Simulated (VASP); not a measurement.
**TiRu (space group Pm-3m): computed properties**

Method: PBEsol GGA, VASP's PBE PAW potentials (set 64) (plane waves; VASP).

For TiRu, the space group is Pm-3m (221), the cell comes out as a = 3.042 Å, b = 3.042 Å, c = 3.042 Å, α = 90.00°, β = 90.00°, γ = 90.00° and the volume per atom is 14.07 Å^3/atom. The band gap (over mesh and band path) is none (metal, semimetal or under 0.01 eV) and the Hill bulk modulus is 238 GPa. The Hill shear modulus is 111 GPa and the Poisson's ratio is 0.298. The band gap with spin-orbit coupling is none (metallic). The density is 8.79 g/cm³. The optical Γ-point spectrum comes out as 235 (×3) cm⁻¹ and the C11 is 435 GPa. The C12 comes out as 139 GPa and the C44 is 91.3 GPa.

```yaml
crystal:
  lattice:
    - [3.04165, 0.00000, 0.00000]
    - [0.00000, 3.04165, 0.00000]
    - [0.00000, 0.00000, 3.04165]
  atoms:
    - { symbol: Ti, position: [0.00000, 0.00000, 0.00000] }
    - { symbol: Ru, position: [0.50000, 0.50000, 0.50000] }
```

Finite-difference elastic constants of metals are sensitive to mesh and smearing; shear constants can be off by tens of GPa.

The structure comes from a computed database's TiRu entry (Pm-3m); how it stands against other phases isn't given here. It was relaxed first. Symmetry was kept, so distortions that lower it aren't found.
